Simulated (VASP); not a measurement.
# C2BrH5 in VASP: reference runs

Reference runs on C2BrH5: the cell as given.

Everything below comes from runs of VASP 6.6.1. Logs are shortened: lines on timing, memory, paths and dates and some standing lists are left out, and cuts for length are marked.

## 1. The structure

The cell holds a molecule in a box, 8 atoms: a = 13.000 Å, b = 12.000 Å, c = 12.000 Å, α = 90.00°, β = 90.00°, γ = 90.00°.

## 2. Single point, PBE

INCAR reads:

```
ALGO     = Normal         # electronic algorithm
EDIFF    = 1E-7           # SCF threshold, eV
ENCUT    = 520            # plane-wave cutoff, eV
GGA      = PE             # functional
ISIF     = 2              # what is computed and relaxed
ISMEAR   = 0              # smearing method
LASPH    = True           # aspherical terms in the spheres
LCHARG   = True           # write CHGCAR
LELF     = True           # ELF
LREAL    = False          # projectors in reciprocal space
LVACPOTAV= True         
LVHAR    = True         
LWAVE    = False          # write WAVECAR
NBANDS   = 20             # bands
NELM     = 60             # most SCF steps
PREC     = Accurate       # precision mode
SIGMA    = 0.01           # smearing width, eV
```

KPOINTS reads:

```
k-points
0
Gamma
  1 1 1
```

POSCAR reads:

```
H5C2Br
1.0
   13.0000000000      0.0000000000      0.0000000000
    0.0000000000     12.0000000000      0.0000000000
    0.0000000000      0.0000000000     12.0000000000
C Br H
2 1 5
Direct
    0.4453653800      0.5530500000      0.4791458300
    0.4970653800      0.4506083300      0.5250875000
    0.6317961500      0.4852583300      0.5875791700
    0.3702038500      0.5302416700      0.4449375000
    0.4909038500      0.5905750000      0.4126541700
    0.4335423100      0.6154833300      0.5439625000
    0.5113576900      0.3880166700      0.4613375000
    0.4538423100      0.4129916700      0.5930125000
```

Potentials or basis: VASP PAW PBE potentials, release 64 (C, Br, H).

On the command line:

```
cat potpaw_PBE.64/C/POTCAR potpaw_PBE.64/Br/POTCAR potpaw_PBE.64/H/POTCAR > POTCAR
mpirun -np 1 vasp_gam > vasp.out
```

OUTCAR:

```text
EDIFF = 1E-7
   ENCUT = 520
   GGA = PE
   ISIF = 2
   ISMEAR = 0
   LASPH = True
   LREAL = False
   NELM = 60
   PREC = Accurate

 ion  position               nearest neighbor table
   1  0.445  0.553  0.479-   5 1.09   6 1.09   4 1.09   2 1.51
   2  0.497  0.451  0.525-   8 1.09   7 1.09   1 1.51   3 1.95
   3  0.632  0.485  0.588-   2 1.95
   4  0.370  0.530  0.445-   1 1.09
   5  0.491  0.591  0.413-   1 1.09
   6  0.434  0.615  0.544-   1 1.09
   7  0.511  0.388  0.461-   2 1.09
   8  0.454  0.413  0.593-   2 1.09

  LATTYP: Found a simple tetragonal cell.
 ALAT       =    12.0000000000
 C/A-ratio  =     1.0833333333

  Lattice vectors:

 A1 = (   0.0000000000,  12.0000000000,   0.0000000000)
 A2 = (   0.0000000000,   0.0000000000,  12.0000000000)
 A3 = (  13.0000000000,   0.0000000000,   0.0000000000)

Analysis of symmetry for initial positions (statically):
=====================================================================
 Subroutine PRICEL returns:
 Original cell was already a primitive cell.

 Routine SETGRP: Setting up the symmetry group for a
 simple tetragonal supercell.

 Subroutine GETGRP returns: Found  1 space group operations
 (whereof  1 operations were pure point group operations)
 out of a pool of 16 trial point group operations.

The static configuration has the point symmetry C_1 .

Analysis of symmetry for dynamics (positions and initial velocities):
=====================================================================
 Subroutine PRICEL returns:
 Original cell was already a primitive cell.

 Routine SETGRP: Setting up the symmetry group for a
 simple tetragonal supercell.

 Subroutine GETGRP returns: Found  1 space group operations
 (whereof  1 operations were pure point group operations)
 out of a pool of 16 trial point group operations.

The dynamic configuration has the point symmetry C_1 .

 Subroutine INISYM returns: Found  1 space group operations
 (whereof  1 operations are pure point group operations),
 and found     1 'primitive' translations

----------------------------------------------------------------------------------------

                                     Primitive cell

  volume of cell :    1872.0000

  direct lattice vectors                    reciprocal lattice vectors
    13.000000000  0.000000000  0.000000000     0.076923077  0.000000000  0.000000000
     0.000000000 12.000000000  0.000000000     0.000000000  0.083333333  0.000000000
     0.000000000  0.000000000 12.000000000     0.000000000  0.000000000  0.083333333

  length of vectors
    13.000000000 12.000000000 12.000000000     0.076923077  0.083333333  0.083333333

  position of ions in fractional coordinates (direct lattice)
     0.445365380  0.553050000  0.479145830
     0.497065380  0.450608330  0.525087500
     0.631796150  0.485258330  0.587579170
     0.370203850  0.530241670  0.444937500
     0.490903850  0.590575000  0.412654170
     0.433542310  0.615483330  0.543962500
     0.511357690  0.388016670  0.461337500
     0.453842310  0.412991670  0.593012500

  ion indices of the primitive-cell ions
   primitive index   ion index
                 1           1
                 2           2
                 3           3
                 4           4
                 5           5
                 6           6
                 7           7
                 8           8

----------------------------------------------------------------------------------------

 KPOINTS: k-points

Automatic generation of k-mesh.
 Grid dimensions read from file:
 generate k-points for:    1    1    1

 Generating k-lattice:

  Cartesian coordinates                     Fractional coordinates (reciprocal lattice)
     0.076923077  0.000000000  0.000000000     1.000000000  0.000000000  0.000000000
     0.000000000  0.083333333  0.000000000     0.000000000  1.000000000  0.000000000
     0.000000000  0.000000000  0.083333333     0.000000000  0.000000000  1.000000000

  Length of vectors
     0.076923077  0.083333333  0.083333333

  Shift w.r.t. Gamma in fractional coordinates (k-lattice)
     0.000000000  0.000000000  0.000000000

 Subroutine IBZKPT returns following result:
 ===========================================

 Found      1 irreducible k-points:

 Following reciprocal coordinates:
            Coordinates               Weight
  0.000000  0.000000  0.000000      1.000000
   k-points           NKPTS =      1   k-points in BZ     NKDIM =      1   number of bands    NBANDS=     20
   number of dos      NEDOS =    301   number of ions     NIONS =      8
   total plane-waves  NPLWV = 793800
   dimension x,y,z NGX =    98 NGY =   90 NGZ =   90
   dimension x,y,z NGXF=   196 NGYF=  180 NGZF=  180
   ions per type =               2   1   5
   NGX,Y,Z   is equivalent  to a cutoff of  12.53, 12.47, 12.47 a.u.
   NGXF,Y,Z  is equivalent  to a cutoff of  25.06, 24.94, 24.94 a.u.
 SYSTEM =  unknown system
   PREC   = accura    normal or accurate (medium, high low for compatibility)
   ISTART =      0    job   : 0-new  1-cont  2-samecut
   ICHARG =      2    charge: 1-file 2-atom 10-const
   ISPIN  =      1    spin polarized calculation?
   LNONCOLLINEAR =      F non collinear calculations
   LSORBIT =      F    spin-orbit coupling
   LASPH  =      T    aspherical Exc in radial PAW
   ENCUT  =  520.0 eV  38.22 Ry    6.18 a.u.  24.17 22.31 22.31*2*pi/ulx,y,z
   NELM   =     60;   NELMIN=  2; NELMDL= -5     # of ELM steps
   EDIFF  = 0.1E-06   stopping-criterion for ELM
   LREAL  =      F    real-space projection
   EDIFFG = 0.1E-05   stopping-criterion for IOM
   NSW    =      0    number of steps for IOM
   IBRION =     -1    ionic relax: 0-MD 1-quasi-New 2-CG
   NFREE  =      0    steps in history (QN), initial steepest desc. (CG)
   ISIF   =      2    stress and relaxation
   ISYM   =      2    0-nonsym 1-usesym 2-fastsym
   POTIM  = 0.5000    time-step for ionic-motion
   TEBEG  =    0.0;   TEEND  =   0.0 temperature during run
   PSTRESS=    0.0 pullay stress
   NELECT =      20.0000    total number of electrons
   NUPDOWN=      -1.0000    fix difference up-down
   EMIN   =  10.00;   EMAX   =-10.00  energy-range for DOS
   EFERMI =   0.00;   METHOD = LEGACY
   ISMEAR =     0;   SIGMA  =   0.01  broadening in eV -4-tet -1-fermi 0-gaus
   EFERMI_NEDOS =   21; number of points for ismear=-14 and -15
   IALGO  =     38    algorithm
   IMIX   =      4    mixing-type and parameters
     AMIX     =   0.40;   BMIX     =  1.00
     AMIX_MAG =   1.60;   BMIX_MAG =  1.00
  volume/ion in A,a.u.               =     234.00      1579.11
  Fermi-wavevector in a.u.,A,eV,Ry     =   0.360564  0.681368  1.768849  0.130007
  Thomas-Fermi vector in A             =   1.280399
   LORBIT       =      0    0 simple, 1 ext, 2 COOP (PROOUT), +10 PAW based schemes
   GGA     = PE    functional components
   LHFCALC =     F    Hartree Fock is set to
   AEXX    =    0.0000 exact exchange contribution
   IVDW    =     0    specifies the selected vdW correction
   LEPSILON=     F    determine dielectric tensor
   LRPA    =     F    only Hartree local field effects (RPA)
 non-spin polarized calculation
 Gauss-broadening in eV      SIGMA  =   0.01
  energy-cutoff  :      520.00
  volume of cell :     1872.00
 maximum number of plane-waves:     25235
 NGX is ok and might be reduce to    98
   NGX = 49   NGY = 45   NGZ = 45

 number of electron      19.9999999 magnetization

 Free energy of the ion-electron system (eV)
  ---------------------------------------------------
  ext. energy  EPLUGINS =         0.00000000
  ---------------------------------------------------
  free energy    TOTEN  =       -38.41947034 eV

  energy without entropy =      -38.41947034  energy(sigma->0) =      -38.41947034

 E-fermi :  -6.2083     XC(G=0):  -0.7370

 val. band max:       -6.3212155592   @ k =   0.0000   0.0000   0.0000
 cond. band min:      -0.8749684177   @ k =   0.0000   0.0000   0.0000
 fundamental gap:      5.4462471415
 Fermi energy:        -6.2083114933

 k-point     1 :       0.0000    0.0000    0.0000
  band No.  band energies     occupation
      1     -20.5203      2.00000
      2     -18.2049      2.00000
      3     -15.0777      2.00000
      4     -11.4010      2.00000
      5     -10.7462      2.00000
      6      -9.7319      2.00000
[... 12 lines left out ...]
     19       1.3822      0.00000
     20       1.4714      0.00000

------------------------ aborting loop because EDIFF is reached ----------------------------------------

  FORCE on cell =-STRESS in cart. coord.  units (eV):
  Direction    XX          YY          ZZ          XY          YZ          ZX
  --------------------------------------------------------------------------------------
  -------------------------------------------------------------------------------------
  Total        0.9664676      0.5740299      0.6447301      0.0599349      0.0269751      0.1856643
  in kB        0.8271648      0.4912915      0.5518013      0.0512961      0.0230870      0.1589034
  external PRESSURE =       0.6234192 kB  Pullay stress =       0.0000000 kB

 VOLUME and BASIS-vectors are now :
 -----------------------------------------------------------------------------
  energy-cutoff  :      520.00
  volume of cell :     1872.00
      direct lattice vectors                 reciprocal lattice vectors
    13.000000000  0.000000000  0.000000000     0.076923077  0.000000000  0.000000000
     0.000000000 12.000000000  0.000000000     0.000000000  0.083333333  0.000000000
     0.000000000  0.000000000 12.000000000     0.000000000  0.000000000  0.083333333

 POSITION                                       TOTAL-FORCE (eV/Angst)
 -----------------------------------------------------------------------------------
      5.78975      6.63660      5.74975        -0.000495      0.009955     -0.002155
      6.46185      5.40730      6.30105        -0.144827     -0.018417     -0.066498
      8.21335      5.82310      7.05095         0.356001      0.061644      0.157671
      4.81265      6.36290      5.33925        -0.205301     -0.044056     -0.088319
      6.38175      7.08690      4.95185         0.106488      0.101700     -0.169229
      5.63605      7.38580      6.52755        -0.044626      0.162044      0.148430
      6.64765      4.65620      5.53605         0.046165     -0.168349     -0.157822
      5.89995      4.95590      7.11615        -0.113406     -0.104520      0.177921
 -----------------------------------------------------------------------------------
    total drift:                               -0.000066      0.000118     -0.000285

  FREE ENERGIE OF THE ION-ELECTRON SYSTEM (eV)
  ---------------------------------------------------
  free  energy   TOTEN  =       -38.4194703411 eV

  energy  without entropy=      -38.4194703411  energy(sigma->0) =      -38.41947034
```

It took 1.7 min on 1 thread of Intel Xeon 6975P-C (Granite Rapids), shared host; peak memory 1.3 GiB.

What came out:

```yaml
Free_energy: -38.4195 eV
Largest_force: 0.394 eV/Å
Gap_between_the_frontier_levels: 5.45 eV
```

Forces on the atoms (eV/Å):
```
C    0.000  0.010 -0.002
C   -0.145 -0.018 -0.066
Br   0.356  0.062  0.158
H   -0.205 -0.044 -0.088
H    0.106  0.102 -0.169
H   -0.045  0.162  0.148
H    0.046 -0.168 -0.158
H   -0.113 -0.105  0.178
```

As with any semilocal functional, this PBE gap is likely too small.
